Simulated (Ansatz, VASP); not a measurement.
**Ti12Al10O39 (partly crystallised 71TiO2-29Al2O3 (mol %)) in two plane-wave programs**

Aim: how closely do two programs agree when they are given the same cell, functional and k mesh? Of the first pair: The cell is taken from a series of runs on this material, whose earlier steps may have relaxed, scaled, displaced or heated it; both programs get it as it stands.

Calculated with Ansatz 0.2.0; plane waves, with VASP 6.6.1 beside it; single point at PBE.

## (1) Starting point

The cell holds 122 atoms: 24 Ti, 20 Al and 78 O. Its edges and angles: a = 11.183 Å, b = 11.183 Å, c = 11.183 Å, α = 90.0°, β = 90.0°, γ = 90.0°. As first built, before any earlier steps moved the atoms (in the runner's words): 122 atoms (24 Ti, 20 Al, 78 O) placed at random at 3.34 g/cm^3, melted at 4000 K for 10 ps at fixed volume with the Morse and Coulomb pair potential with partial charges (Pedone, Malavasi, Menziani, Cormack and Segre, J. Phys. Chem. B 110, 11780 (2006)). Quenched from 4000 K to 300 K at 6 K/ps and fixed volume, held 10 ps at zero pressure, then minimised at fixed cell.

## (2) Ansatz: single point, PBE, pair 1

Ansatz runs on its default PAW (the set named soft_2) files.

With cell and atoms fixed, the geometry can't cause a difference; cores, projectors, grids and the points listed under the comparison can.

File input.yaml:

```yaml
crystal:
  lattice:
    - [11.18334, 0.0, 0.0]
    - [0.0, 11.18334, 0.0]
    - [0.0, 0.0, 11.18334]
  atoms:
    - { symbol: Ti, position: [0.64426, 0.60566, 0.40166] }
    - { symbol: Ti, position: [0.0626, 0.0782, 0.6086] }
    - { symbol: Ti, position: [0.72404, 0.94581, 0.51702] }
    - { symbol: Ti, position: [0.40097, 0.55628, 0.57491] }
    - { symbol: Ti, position: [0.21366, 0.93942, 0.94202] }
    - { symbol: Ti, position: [0.91247, 0.46129, 0.30441] }
    - { symbol: Ti, position: [0.63526, 0.89055, 0.25819] }
    - { symbol: Ti, position: [0.4498, 0.3756, 0.83245] }
    - { symbol: Ti, position: [0.92147, 0.00762, 0.04886] }
    - { symbol: Ti, position: [0.37224, 0.76503, 0.15696] }
    - { symbol: Ti, position: [0.66208, 0.87903, 0.94196] }
    - { symbol: Ti, position: [0.19371, 0.6662, 0.87615] }
    - { symbol: Ti, position: [0.87426, 0.88924, 0.76095] }
    - { symbol: Ti, position: [0.21502, 0.21009, 0.25369] }
    - { symbol: Ti, position: [0.64758, 0.33339, 0.57296] }
    - { symbol: Ti, position: [0.72126, 0.53704, 0.93432] }
    - { symbol: Ti, position: [0.90249, 0.27709, 0.84326] }
    - { symbol: Ti, position: [0.93277, 0.12403, 0.31918] }
    - { symbol: Ti, position: [0.649, 0.11609, 0.7517] }
    - { symbol: Ti, position: [0.26266, 0.49014, 0.15034] }
    - { symbol: Ti, position: [0.17533, 0.41326, 0.43399] }
    - { symbol: Ti, position: [0.76212, 0.2919, 0.09118] }
    - { symbol: Ti, position: [0.36826, 0.07683, 0.60648] }
    - { symbol: Ti, position: [0.9694, 0.65129, 0.07924] }
    - { symbol: Al, position: [0.49963, 0.67144, 0.89842] }
    - { symbol: Al, position: [0.11884, 0.58677, 0.61791] }
    - { symbol: Al, position: [0.45218, 0.26353, 0.12073] }
    - { symbol: Al, position: [0.94846, 0.38696, 0.59425] }
    - { symbol: Al, position: [0.636, 0.19611, 0.31158] }
    - { symbol: Al, position: [0.65898, 0.61146, 0.66289] }
[... 86 atom lines left out ...]
    - { symbol: O, position: [0.15459, 0.41898, 0.60696] }
    - { symbol: O, position: [0.46823, 0.26124, 0.94991] }
    - { symbol: O, position: [0.8491, 0.87557, 0.58996] }
    - { symbol: O, position: [0.40299, 0.23374, 0.28488] }
    - { symbol: O, position: [0.54543, 0.52049, 0.3025] }
    - { symbol: O, position: [0.8853, 0.57971, 0.96076] }
kpoints:
  mp_grid: { grid: [1, 1, 1] }
hamiltonian:
  xc: pbe
scf:
  occupations: { method: fixed }
output:
  forces: true
```

Launch:

```console
$ ansatz run input.yaml --threads 4 --pin off --max-ram 8192MiB --backend cpu --events-out ev --progress --plain --runs-dir out
```

Numbers of over 12 decimals in the logs are rounded to 6 here.

Log:

```text
Engine: ansatz 0.2.0, x86_64-unknown-linux-gnu
Pseudopotentials: kind: paw
Pseudopotential: Ti, paw, valence charge 12, recommended cutoff 420 eV (normal), Ti.paw.azcp
Pseudopotential: Al, paw, valence charge 3, recommended cutoff 420 eV (normal), Al.paw.azcp
Pseudopotential: O, paw, valence charge 6, recommended cutoff 420 eV (normal), O.paw.azcp
Functional definition: PBE
  parameter kappa = 0.804
  parameter beta = 0.066725
  exchange = pbe_x(kappa = kappa, mu = beta*pi^2/3)
  correlation = pbe_c(beta = beta)
Crystal: 122 atoms, lattice volume = 1398.668 Å³
Basis set: ecut = 420 eV, 27369 PW (Γ), exchange–correlation on 150×150×150 points (8 copies of the dense FFT grid, shifted against one another)
Bands: 530, of which v1, the nominal top of the filled ones, is band 408 counted from 1 (407 counted from 0)
Symmetry: 1 space group operations
Space group: P1 (ITA 1), of the structure as read, at distance tolerance 1.1e-4 Å
k-points: 1
Non-local potential: Ti, projectors of the file, l = 0: 3, l = 1: 2, l = 2: 3, l = 3: 1
Non-local potential: Al, projectors of the file, l = 0: 2, l = 1: 2, l = 2: 1
Non-local potential: O, projectors of the file, l = 0: 2, l = 1: 2, l = 2: 1
PAW form: soft (Blöchl's): semilocal exchange-correlation on the pseudo side does not see the compensation charge
PAW one-centre angular grid: Ti, 590 points (default); XC on 64 Gauss nodes
PAW one-centre angular grid: Al, 110 points (default); XC on 64 Gauss nodes
PAW one-centre angular grid: O, 110 points (default); XC on 64 Gauss nodes
Initial density: superposition of atomic densities (neutral atoms: chi_scale 0, normalization atom), corrected by the library's trained network
Initial wavefunctions: pseudopotential atomic-orbital guess
Functional: x = pbe(κ = 0.804, μ = 0.219515), c = pbe(β = 0.066725)
SCF iter   1: F=—  HF=-115158.204140 eV  |F-HF|=—  |Δ(HF+E_count)|=         —  Δρ=4.29e-3  dr2=2.20e-1  ethr=1.77e-3  ⟨swp⟩=4.0  Hψ=1578  notcnv=0  defer=119
preconditioner: auto → Resta (q_TF=auto, 2.494 Å⁻¹)  ε∞=6.1  [insulator: Δε(μ)=2.728 eV  Ē_g=10.949 eV  n_scr=364 (ndim 8)  ℏωp=24.8 eV  f_vac=0.056  ε∞_Penn≈6.1]
SCF iter   2: F=—  HF=-115158.186688 eV  |F-HF|=—  |Δ(HF+E_count)|=   1.75e-2  Δρ=2.27e-3  dr2=4.97e-2  ethr=2.70e-5  ⟨swp⟩=3.0  Hψ=811  notcnv=0  defer=120
SCF iter   3: F=—  HF=-115158.188061 eV  |F-HF|=—  |Δ(HF+E_count)|=   1.37e-3  Δρ=1.19e-3  dr2=2.04e-2  ethr=6.09e-6  ⟨swp⟩=3.0  Hψ=830  notcnv=0  defer=120
SCF iter   4: F=—  HF=-115158.188370 eV  |F-HF|=—  |Δ(HF+E_count)|=   3.09e-4  Δρ=4.37e-4  dr2=3.89e-3  ethr=2.50e-6  ⟨swp⟩=3.0  Hψ=830  notcnv=0  defer=120
SCF iter   5: F=—  HF=-115158.188092 eV  |F-HF|=—  |Δ(HF+E_count)|=   2.78e-4  Δρ=2.16e-4  dr2=7.79e-4  ethr=4.77e-7  ⟨swp⟩=2.0  Hψ=828  notcnv=0  defer=120
SCF iter   6: F=—  HF=-115158.188183 eV  |F-HF|=—  |Δ(HF+E_count)|=   9.12e-5  Δρ=1.21e-4  dr2=2.37e-4  ethr=9.55e-8  ⟨swp⟩=2.0  Hψ=828  notcnv=0  defer=119
SCF iter   7: F=—  HF=-115158.188207 eV  |F-HF|=—  |Δ(HF+E_count)|=   2.34e-5  Δρ=5.15e-5  dr2=4.00e-5  ethr=2.90e-8  ⟨swp⟩=2.0  Hψ=826  notcnv=0  defer=113
SCF iter   8: F=—  HF=-115158.183768 eV  |F-HF|=—  |Δ(HF+E_count)|=   4.44e-3  Δρ=2.43e-5  dr2=7.83e-6  ethr=4.91e-9  ⟨swp⟩=2.0  Hψ=937  notcnv=0  defer=114
SCF iter   9: F=—  HF=-115158.183772 eV  |F-HF|=—  |Δ(HF+E_count)|=   3.92e-6  Δρ=1.27e-5  dr2=2.46e-6  ethr=9.60e-10  ⟨swp⟩=2.0  Hψ=802  notcnv=0  defer=114
SCF iter  10: F=—  HF=-115158.183773 eV  |F-HF|=—  |Δ(HF+E_count)|=   6.53e-7  Δρ=6.72e-6  dr2=7.38e-7  ethr=3.02e-10  ⟨swp⟩=2.0  Hψ=802  notcnv=0  defer=114
SCF iter  11: F=—  HF=-115158.183773 eV  |F-HF|=—  |Δ(HF+E_count)|=   7.30e-8  Δρ=2.59e-6  dr2=1.04e-7  ethr=9.05e-11  ⟨swp⟩=2.0  Hψ=684  notcnv=0  defer=114
SCF iter  12: F=-115158.183773 eV  HF=-115158.183773 eV  |F-HF|=1.06e-8  |Δ(HF+E_count)|=   4.68e-8  Δρ=1.42e-6  dr2=3.29e-8  ethr=1.23e-11  ⟨swp⟩=4.0  Hψ=1350  notcnv=0
SCF 1 converged in 12 iterations: F = -115158.183773 eV  dr2 = 3.29e-8
  greatest PAW one-centre occupation: 0.999 electrons in one spin orbital (limit 2), on the Ti atom at site 20 (counted from 0), in its partial waves of l = 0
SCF converged after 12 iterations
Free energy (F): -115158.183773 eV
Harris-Foulkes:  -115158.183773 eV  (|F-HF|=1.06e-8)
Internal energy: -115158.183773 eV  (E = F + TS)
E sigma→0 (E₀):  -115158.183773 eV
Fermi energy:    6.244103 eV
--- Per-component energies (eV) ---
  E_band       = -6163.031341
  E_kinetic    = 20861.686259
  E_local      = -60223.306067  (includes V_loc(G=0)·N_el)
  E_nonlocal   = 4013.407929
  E_hartree    = 23515.164472
  E_xc         = -8953.722189
  E_vxc        = -10933.681962  (∫ρ·V_xc dr)
  E_paw        = -46795.785374  (= ΣΔE_a)
  E_vpaw       = -6911.656588  (= ΣTr[D̂ρ^β])
  E_aug_tail   = 0.196067  (compensation charges beyond the density's cutoff)
  E_ewald      = -47575.824872
  E_smearing   = -0.000000  (= −TS)
  E_closure    = 0.000000  (closes the sum)
  Σ components = -115158.183773   (vs F -115158.183773, Δ=0.00e0)
--- Forces (eV/Å), atoms counted from 1 ---
  atom   1  Ti    -1.20285761    -0.11985995    -0.20671628
  atom   2  Ti     0.55398023    -0.44477790     0.21034666
  atom   3  Ti    -1.05618467     0.23977740     0.97780973
  atom   4  Ti    -0.63935596     0.77113263    -0.55239724
  atom   5  Ti     1.10579596    -0.73002313    -0.87532146
  atom   6  Ti     0.05621320     0.59360784     0.11453213
  atom   7  Ti    -0.47876109    -0.00205375     0.37743735
  atom   8  Ti     1.14186146     1.04644547    -0.53035144
  atom   9  Ti    -0.82786508    -0.08139721    -0.51951282
  atom  10  Ti     0.43852073    -1.09857832    -0.63082084
  atom  11  Ti    -0.24045222    -0.43763152    -1.78688648
  atom  12  Ti     0.75659277     0.85119817     0.72685279
  atom  13  Ti    -1.33768656    -0.70219911     0.04514810
  atom  14  Ti    -0.21453281     0.58583260     0.76891219
  atom  15  Ti     0.88206448     0.22260939     1.06465140
  atom  16  Ti    -0.17730149     0.52564277     1.14503121
  atom  17  Ti     0.11880735    -0.46525149     0.71061307
  atom  18  Ti    -0.27303903    -0.08615210     0.75400608
  atom  19  Ti     0.47327008    -0.20964443    -0.30988804
  atom  20  Ti     0.31467982    -0.84665769    -1.00234696
  atom  21  Ti     0.29739536    -0.85029377    -0.46088662
  atom  22  Ti     0.65250659     0.18429635    -0.34750920
  atom  23  Ti     0.29031421    -0.00698316    -1.11594457
  atom  24  Ti    -0.21041958     0.26273790     0.49704890
[...]
atom 115  O     -1.23032761    -0.48839540    -0.38878589
  atom 116  O      0.08539122    -0.90159772     0.60300060
  atom 117  O     -0.48964184     0.38432526     1.03867705
  atom 118  O      0.02442153    -1.43038885     1.11859658
  atom 119  O      0.94040566    -0.73804898    -0.15520006
  atom 120  O      0.81487749    -0.28407906    -0.63498709
  atom 121  O      0.40050108     0.04128613     1.65423446
  atom 122  O     -0.28987451    -0.60020783    -1.81031869
  max |Σ_I F_I| component: 1.57e-4 eV/Å
```

## (3) VASP: single point, PBE, pair 1

The same cell, functional and mesh now go to VASP, with its own data sets.

Lines of VASP's logs that name or quote its potential files are left out, and so is its time.

File INCAR:

```
SYSTEM = Ti12Al10O39
PREC = Accurate
ENCUT = 520
EDIFF = 1E-06
NELM = 120
ISMEAR = 0
SIGMA = 0.01
LREAL = Auto
ALGO = Normal
GGA = PE
NBANDS = 496
LASPH = .TRUE.
LORBIT = 11
LWAVE = .FALSE.
LCHARG = .FALSE.
ISIF = 2
GGA_COMPAT = .FALSE.
EFERMI = MIDGAP
NCORE = 4
```

File POSCAR:

```
Ti12Al10O39
1.0
   11.1833400000      0.0000000000      0.0000000000
    0.0000000000     11.1833400000      0.0000000000
    0.0000000000      0.0000000000     11.1833400000
Ti Al O
24 20 78
Direct
    0.6442600000      0.6056600000      0.4016600000
    0.0626000000      0.0782000000      0.6086000000
    0.7240400000      0.9458100000      0.5170200000
    0.4009700000      0.5562800000      0.5749100000
    0.2136600000      0.9394200000      0.9420200000
    0.9124700000      0.4612900000      0.3044100000
    0.6352600000      0.8905500000      0.2581900000
    0.4498000000      0.3756000000      0.8324500000
    0.9214700000      0.0076200000      0.0488600000
    0.3722400000      0.7650300000      0.1569600000
    0.6620800000      0.8790300000      0.9419600000
    0.1937100000      0.6662000000      0.8761500000
    0.8742600000      0.8892400000      0.7609500000
    0.2150200000      0.2100900000      0.2536900000
    0.6475800000      0.3333900000      0.5729600000
    0.7212600000      0.5370400000      0.9343200000
    0.9024900000      0.2770900000      0.8432600000
    0.9327700000      0.1240300000      0.3191800000
    0.6490000000      0.1160900000      0.7517000000
    0.2626600000      0.4901400000      0.1503400000
    0.1753300000      0.4132600000      0.4339900000
    0.7621200000      0.2919000000      0.0911800000
    0.3682600000      0.0768300000      0.6064800000
    0.9694000000      0.6512900000      0.0792400000
    0.4996300000      0.6714400000      0.8984200000
    0.1188400000      0.5867700000      0.6179100000
    0.4521800000      0.2635300000      0.1207300000
    0.9484600000      0.3869600000      0.5942500000
    0.6360000000      0.1961100000      0.3115800000
    0.6589800000      0.6114600000      0.6628900000
[... 86 atom lines left out ...]
    0.1545900000      0.4189800000      0.6069600000
    0.4682300000      0.2612400000      0.9499100000
    0.8491000000      0.8755700000      0.5899600000
    0.4029900000      0.2337400000      0.2848800000
    0.5454300000      0.5204900000      0.3025000000
    0.8853000000      0.5797100000      0.9607600000
```

File KPOINTS:

```
Automatic mesh
0
Gamma
1 1 1
0 0 0
```

The projector-augmented-wave data sets are Ti_sv, Al and O (PBE family, release 64).

Launch:

```console
$ mpirun -np 16 vasp_gam
```

Log:

```text
[banner, memory and clock lines left out]
running   16 mpi-ranks, on    1 nodes
[...]
LDA part: xc-table for (Slater+PW92), standard interpolation
 POSCAR, INCAR and KPOINTS ok, starting setup
[...]
entering main loop
       N       E                     dE             d eps       ncg     rms          rms(c)
DAV:   1     0.144202385940E+05    0.14420E+05   -0.44714E+05   992   0.194E+03
DAV:   2     0.224258954870E+04   -0.12178E+05   -0.11504E+05  1000   0.585E+02
DAV:   3    -0.885065714175E+03   -0.31277E+04   -0.29362E+04  1144   0.265E+02
DAV:   4    -0.122544472291E+04   -0.34038E+03   -0.33842E+03  1320   0.964E+01
[...]
DAV:  19    -0.100018290391E+04   -0.84438E-05   -0.16424E-05  1200   0.874E-03    0.854E-03
DAV:  20    -0.100018290578E+04   -0.18716E-05   -0.36220E-06   880   0.542E-03    0.470E-03
DAV:  21    -0.100018290583E+04   -0.49913E-07   -0.26174E-06   696   0.359E-03
   1 F= -.10001829E+04 E0= -.10001829E+04  d E =0.000000E+00
```

From OUTCAR (step 3):

```text
  Total       52.3657839     41.0955735     65.9722889     10.9008958     -1.4138059      1.5438535
  in kB       59.9851302     47.0750773     75.5714140     12.4870021     -1.6195180      1.7684879
  external PRESSURE =      60.8772072 kB  Pullay stress =       0.0000000 kB

 POSITION                                       TOTAL-FORCE (eV/Angst)
 -----------------------------------------------------------------------------------
      7.20498      6.77330      4.49190        -1.227948     -0.110345     -0.102292
      0.70008      0.87454      6.80618         0.584152     -0.429211      0.202313
      8.09719     10.57731      5.78201        -1.047927      0.247813      0.948551
      4.48418      6.22107      6.42941        -0.601203      0.767117     -0.563105
      2.38943     10.50585     10.53493         1.059219     -0.768797     -0.907874
     10.20446      5.15876      3.40432         0.104157      0.578287      0.133158
      7.10433      9.95932      2.88743        -0.511157      0.038980      0.405521
[...]
3.07016      7.19995      7.09695         0.038448      0.252657      0.367561
      0.98950      8.39064      6.49182        -0.783326     -0.376925      0.210476
      3.11076      8.93247      4.77171        -0.176054     -0.392683     -0.188040
      3.93016      4.92101      5.19321         0.491359      0.162975     -0.276215
     11.14151     11.08974      8.15724         0.604027      0.318368      0.114653
      9.41134     10.28029     10.41471        -0.201773     -0.133959      0.544747
[...]
-----------------------------------------------------------------------------------
    total drift:                               -0.042987     -0.049905     -0.036535

  FREE ENERGIE OF THE ION-ELECTRON SYSTEM (eV)
  ---------------------------------------------------
  free  energy   TOTEN  =     -1000.1829058280 eV

  energy  without entropy=    -1000.1829058280  energy(sigma->0) =    -1000.18290583

[... 3 further parts left out ...]
[key lines of the parts left out:]
E-fermi :   4.7612
```

The run ends at a pressure of 6.09 GPa, with forces up to 2.4 eV/Å.

## (4) Differences

Known differences besides the potentials themselves: fixed occupations in Ansatz, narrow Gaussian smearing in VASP; the cutoff is 420 eV in Ansatz and 520 eV in VASP (PREC = Accurate, projectors in real space). Total energies have different zeros and are not compared.

Compared:

| quantity | Ansatz | VASP | difference |
| --- | --- | --- | --- |
| gap on the k mesh (eV) | 2.642 | 2.614 | +0.027 |

Forces on 9 of the 122 atoms, those with the largest forces and the largest differences (eV/Å; atoms numbered as in POSCAR):

| atom | Ansatz x, y, z | VASP x, y, z |
| --- | --- | --- |
| Ti1 | -1.203, -0.120, -0.207 | -1.228, -0.110, -0.102 |
| Ti11 | -0.240, -0.438, -1.787 | -0.191, -0.400, -1.808 |
| O74 | -1.660, -1.293, -0.805 | -1.727, -1.331, -0.865 |
| O92 | -0.369, 1.728, 0.405 | -0.385, 1.799, 0.415 |
| O93 | 0.794, 1.166, 1.271 | 0.813, 1.218, 1.320 |
| O98 | 0.341, -0.571, 0.071 | 0.438, -0.585, 0.085 |
| O101 | 1.453, -0.135, -1.802 | 1.522, -0.147, -1.853 |
| O118 | 0.024, -1.430, 1.119 | 0.028, -1.482, 1.168 |
| O122 | -0.290, -0.600, -1.810 | -0.286, -0.617, -1.862 |

The forces differ by 30 meV/Å r.m.s., which is 4.6 % of the r.m.s. force of 0.644 eV/Å (both taken over all components). A gap on the mesh is an upper bound, since the band edges may lie between its points.

(Part 1 of 2 ends here.)

[Lines on the potential files, build, host, timing and source positions are cut from VASP's logs without a mark.]

[Logs are printed without paths, hosts, clocks, repeated set-up lines and the standing remarks that a program may print on its own settings, such as how far it seeks lower states.]

[Hosts, paths, dates, database ids (printed as entryN), source tags and the programs' standing remarks are cut or masked in the printed files.]
